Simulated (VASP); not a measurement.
An input for Quantum ESPRESSO's pw.x (written as the equivalent of a VASP run, and not itself run):

```
&CONTROL
  calculation = 'vc-relax'
  pseudo_dir = './pseudo'
  outdir = './out'
  tprnfor = .true.
  tstress = .true.
  nstep = 30
  forc_conv_thr = 0.00039
/
&SYSTEM
  ibrav = 0
  nat = 4
  ntyp = 3
  ecutwfc = 98
  occupations = 'smearing'
  smearing = 'gaussian'
  degauss = 0.003675
  input_dft = 'rpbe'
  nspin = 2
  starting_magnetization(1) = 0.14
  starting_magnetization(2) = -0.14
/
&ELECTRONS
  conv_thr = 7.3e-09
  electron_maxstep = 100
/
&IONS
/
&CELL
  cell_dofree = 'shape'
/
ATOMIC_SPECIES
  Ni1 58.693 Ni.upf
  Ni2 58.693 Ni.upf
  O 15.999 O.upf
CELL_PARAMETERS angstrom
     4.2801227    2.1381584    2.1381584
     2.1381584    4.2801227    2.1381584
     2.1381584    2.1381584    4.2801227
ATOMIC_POSITIONS crystal
  Ni1  0.0000000  0.0000000  0.0000000
  Ni2  0.5000000  0.5000000  0.5000000
  O    0.2500000  0.2500000  0.2500000
  O    0.7500000  0.7500000  0.7500000
K_POINTS automatic
  9 9 9 0 0 0
```

Problem. Write the VASP files for the same calculation (RPBE).

Solution. One answer among several that fit: 
### POSCAR
```
NiO
1
    4.2801227320     2.1381584288     2.1381584288
    2.1381584288     4.2801227320     2.1381584288
    2.1381584288     2.1381584288     4.2801227320
Ni O
2 2
Direct
  0.0000000000   0.0000000000   0.0000000000
  0.5000000000   0.5000000000   0.5000000000
  0.2500000000   0.2500000000   0.2500000000
  0.7500000000   0.7500000000   0.7500000000
```

**INCAR**
```
LWAVE = F
LMAXMIX = 4   ! l cut-off of mixed one-centre charges
LORBIT = 10
GGA = RP
ISIF = 4   ! ions and shape, fixed volume
LASPH = T   ! aspherical one-centre terms
SIGMA = 0.05   ! width (eV)
PREC = Accurate
ISPIN = 2   ! spin-polarised
EDIFFG = -0.01   ! ionic stop
ALGO = Normal
NELM = 100   ! most electronic steps
NSW = 30
EDIFF = 1E-7
IBRION = 2   ! conjugate gradients
LCHARG = F
MAGMOM = 1.4 -1.4 0.0 0.0
LREAL = F   ! projection in real space or not
ISMEAR = 0   ! Gaussian
ENCUT = 520
SYSTEM = NiO
```

File KPOINTS:
```
Automatic mesh
0
Gamma
9 9 9
0 0 0
```

POTCAR, in this order: Ni O (PBE.64 set). Program: vasp_std.

Limits of the translation: the potentials are each code's own (VASP's PAW set, PseudoDojo norm-conserving files in pw.x), so ENCUT and ecutwfc are chosen apart and not converted; conv_thr bounds pw.x's estimated SCF error, while EDIFF bounds the energy change between steps; starting_magnetization is a fraction of the valence charge and MAGMOM a moment in μB, so they match only roughly; forc_conv_thr acts on force components and is met together with etot_conv_thr.

The compound is NiO in the rock salt, AFM-II order structure. This cell is one point of a volume scan, at 1.03 of the reference volume.
